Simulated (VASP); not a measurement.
Input:

```cif
data_Eu
_chemical_formula_sum 'Eu1'
_space_group_name_H-M_alt 'P 1'
_space_group_IT_number 1
_cell_length_a 3.75683
_cell_length_b 3.75683
_cell_length_c 3.75683
_cell_angle_alpha 109.471
_cell_angle_beta 109.471
_cell_angle_gamma 109.471
loop_
_space_group_symop_operation_xyz
  'x, y, z'
loop_
_atom_site_label
_atom_site_type_symbol
_atom_site_fract_x
_atom_site_fract_y
_atom_site_fract_z
_atom_site_occupancy
Eu1 Eu 0.00000 0.00000 0.00000 1
```

Computed with rev-vdW-DF2, VASP's PBE PAW potentials (set 64) (plane waves; VASP 6.6.1). Settings: 520 eV cut-off, 12×12×12 Γ-centred mesh, first-order Methfessel-Paxton smearing of 0.10 eV, potentials Eu_2.

The 4f electrons are frozen in the core of the lanthanide potential, so 4f levels, which can set the real gap, and their magnetism are missing.

Give the energy at these volumes per atom, relative to the lowest: 38.03, 39.24, 40.45, 41.67, 42.88 Å³.

9.5, 2.9, 0.0, 0.7, 4.5 meV/atom. A third-order Birch-Murnaghan fit gives B0 = 15.0 GPa and B0′ = 2.4.

Measured: bulk modulus 10.9 GPa (computed value off by +37.9 %), as given by arXiv:1012.3782; a 4.582 Å at 293 K (computed value off by -5.3 %), as given by Wikipedia, Europium (infobox). The calculation is for a static lattice, while the measured bulk modulus, a hold thermal and zero-point effects, which are part of the difference.

The compound is Eu in the bcc structure. It was relaxed first, which changed the volume by -15 %.
